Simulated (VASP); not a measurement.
Given:

```xyz
3
Lattice="0.0000 3.0419 3.0419 3.0419 0.0000 3.0419 3.0419 3.0419 0.0000" Properties=species:S:1:pos:R:3 pbc="T T T"
Al     1.5210     1.5210     1.5210
Al     4.5629     4.5629     4.5629
Au     0.0000     0.0000     0.0000
```

All values below come from revPBE GGA, VASP's PBE PAW potentials (set 64) (plane waves; VASP). Run with 520 eV cut-off, 8×8×8 Γ-centred mesh, first-order Methfessel-Paxton smearing of 0.10 eV, potentials Al Au.

Unless said otherwise, spin-orbit coupling is left out, though it shifts the bands of the heavy elements here.

Task: Predict the energy per atom (σ→0), band gap (on the k-mesh) with the smallest direct gap where there is one.

Result: 
The band gap (on the k-mesh) is none (metal, semimetal or under 0.01 eV). The energy per atom (σ→0) comes out as -3.707 eV/atom.

The compound is AuAl2 in the fluorite structure. It was relaxed first. The start is the result of an earlier pass. The electron count is odd and the run is not spin-polarised, which forces a metal.
